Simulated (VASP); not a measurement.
Energy against volume of CdS (zinc blende). Calculation: revPBE GGA, VASP's PBE PAW potentials (set 64) (plane waves; VASP). Numerical set-up: 520 eV cut-off, 8×8×8 Γ-centred mesh, Gaussian smearing of 0.050 eV, potentials Cd S.

```json
[
 {"V (Å³/atom)": "26.111", "E (eV/atom)": "-2.79195"},
 {"V (Å³/atom)": "26.918", "E (eV/atom)": "-2.79612"},
 {"V (Å³/atom)": "27.726", "E (eV/atom)": "-2.79293"},
 {"V (Å³/atom)": "28.533", "E (eV/atom)": "-2.78349"}
]
```

Question: Fit these four points and predict the energy of the run at 25.303 Å³/atom.

Answer: A cubic in V^(−2/3), the third-order Birch-Murnaghan form, passes through the four points with V0 = 26.95 Å³/atom and B0 = 48 GPa, and gives -2.7791 eV/atom there. The run gave -2.7790 eV/atom, +0.1 meV/atom from the fit; all five points give B0 = 48 GPa.

The compound is CdS in the zinc blende structure, a metastable form; wurtzite is the usual one. It was relaxed first, which changed the volume by +9 %.
